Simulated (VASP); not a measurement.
VASP input:

### POSCAR
```
Al3Sc
1
    4.0256047400     0.0000000000     0.0000000000
    0.0000000000     4.0256047400     0.0000000000
    0.0000000000     0.0000000000     4.0256047400
Sc Al
1 3
Direct
  0.0000000000   0.0000000000   0.0000000000
  0.0000000000   0.5000000000   0.5000000000
  0.5000000000   0.0000000000   0.5000000000
  0.5000000000   0.5000000000   0.0000000000
```

### KPOINTS
```
Automatic mesh
0
G
 8 8 8
```

**INCAR**
```
# general
SYSTEM =Al3Sc
PREC   =Accurate
ENCUT  =520
LREAL  =.FALSE.
LASPH  =.TRUE.

# electronic loop
EDIFF  =1E-7
NELM   =100
ALGO   =Normal
LMAXMIX=4

# smearing
ISMEAR =1
SIGMA  =0.1

# functional
GGA    =91

# ions
ISIF   =2

# output
LWAVE  =.FALSE.
LCHARG =.FALSE.
```

POTCAR, in this order: Sc_sv Al (PBE.64 set). Program: vasp_std.

Task: Write an equivalent input for Quantum ESPRESSO's pw.x.

Result: One equivalent input (not run):
```
&CONTROL
  calculation = 'scf'
  pseudo_dir = './pseudo'
  outdir = './out'
  tprnfor = .true.
  tstress = .true.
/
&SYSTEM
  ibrav = 0
  nat = 4
  ntyp = 2
  ecutwfc = 78
  occupations = 'smearing'
  smearing = 'methfessel-paxton'
  degauss = 0.00735
  input_dft = 'pw91'
/
&ELECTRONS
  conv_thr = 7.3e-09
  electron_maxstep = 100
/
ATOMIC_SPECIES
  Sc 44.956 Sc.upf
  Al 26.982 Al.upf
CELL_PARAMETERS angstrom
     4.0256047    0.0000000    0.0000000
     0.0000000    4.0256047    0.0000000
     0.0000000    0.0000000    4.0256047
ATOMIC_POSITIONS crystal
  Sc   0.0000000  0.0000000  0.0000000
  Al   0.0000000  0.5000000  0.5000000
  Al   0.5000000  0.0000000  0.5000000
  Al   0.5000000  0.5000000  0.0000000
K_POINTS automatic
  8 8 8 0 0 0
```
What does not carry over: the potentials are each code's own (VASP's PAW set, PseudoDojo norm-conserving files in pw.x), so ENCUT and ecutwfc are chosen apart and not converted; conv_thr bounds pw.x's estimated SCF error, while EDIFF bounds the energy change between steps.

The compound is Al3Sc in the L1_2 structure. This cell is one point of a volume scan, at 0.94 of the reference volume.
